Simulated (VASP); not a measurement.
Crystal: Si7B.

```xyz
8
Lattice="4.5596 0.0000 0.0000 -2.2798 3.9487 0.0000 0.0000 0.0000 7.5672" Properties=species:S:1:pos:R:3 pbc="T T T"
Si    2.2798    0.0000    3.7836
Si   -1.1399    1.9743    3.7836
Si    1.1399    1.9743    3.7836
Si    0.0000    2.6325    0.0000
Si    2.2798    1.3162    0.0000
Si    0.0000    0.0000    1.0361
Si    0.0000    0.0000    6.5311
B     0.0000    0.0000    3.7836
```

The cell was built by a generator and needn't be a form met in nature.

```yaml
Program: VASP 6.6.1
Task: relaxation of cell and atoms
Functional: PBE
Potentials_or_basis: VASP PAW PBE potentials, release 64 (Si, B)
Cutoff: 520 eV
k_mesh: 4 × 4 × 3
Occupations: gaussian, width 0.15 eV
Spin: no spin polarisation
```

At the start: pressure 3.0 GPa; volume 17.03 Å³/atom.

Q: Where does the relaxation end?

A: Over 21 steps the energy falls by 224.6 meV/atom and the volume is 15.49 Å³/atom (-9.0 %); space group P6/mmm (No. 191, to 0.05 Å).

Step by step:
| step | energy change (eV) | largest force (eV/Å) | pressure (GPa) | volume (Å³) |
| --- | --- | --- | --- | --- |
| 1 | 0.0000 | 3.6735 | 3.04 | 136.24 |
| 2 | -0.3696 | 0.2775 | -2.05 | 142.70 |
| 3 | -0.4137 | 0.2487 | -0.73 | 140.57 |
| 4 | -0.4855 | 0.3332 | -1.46 | 139.33 |
| 5 | -0.7968 | 0.8959 | -2.97 | 135.37 |
| 6 | -1.7308 | 0.1590 | -1.66 | 126.23 |
| 7 | 15.0040 | 35.7027 | 63.79 | 102.82 |
| 8 | -1.4004 | 3.0330 | -0.84 | 125.72 |
| 9 | -0.2520 | 1.4998 | 12.07 | 115.10 |
| 10 | -1.5507 | 3.1751 | 1.40 | 122.93 |
| 11 | -1.5667 | 2.9285 | 1.58 | 122.74 |
| 12 | -1.5922 | 2.1692 | 2.33 | 122.17 |
| 13 | -1.5932 | 1.9273 | 2.56 | 122.00 |
| 14 | -1.6086 | 1.8627 | 2.39 | 122.15 |
| 15 | -1.6508 | 1.6765 | 1.81 | 122.61 |
| 16 | -1.7192 | 1.3453 | 0.69 | 123.51 |
| 17 | -1.7743 | 0.8103 | -0.98 | 125.29 |
| 18 | -1.7745 | 0.8381 | -0.91 | 125.19 |
| 19 | -1.7829 | 0.6766 | -0.73 | 124.93 |
| 20 | -1.7964 | 0.1834 | -0.14 | 124.16 |
| 21 | -1.7970 | 0.0471 | 0.00 | 123.95 |

Final structure:
```
Si B
1.0
     4.83437    0.00000    0.00000
    -2.41719    4.18669    0.00000
     0.00000    0.00000    6.12380
Si B
7 1
Direct
  0.50000 0.00000 0.50000
  0.00000 0.50000 0.50000
  0.50000 0.50000 0.50000
  0.33333 0.66667 0.00000
  0.66667 0.33333 0.00000
  0.00000 0.00000 0.18119
  0.00000 0.00000 0.81881
  0.00000 0.00000 0.50000
```

Caveat: the k mesh is coarse (spacing up to 0.40 Å⁻¹), so the values aren't converged.
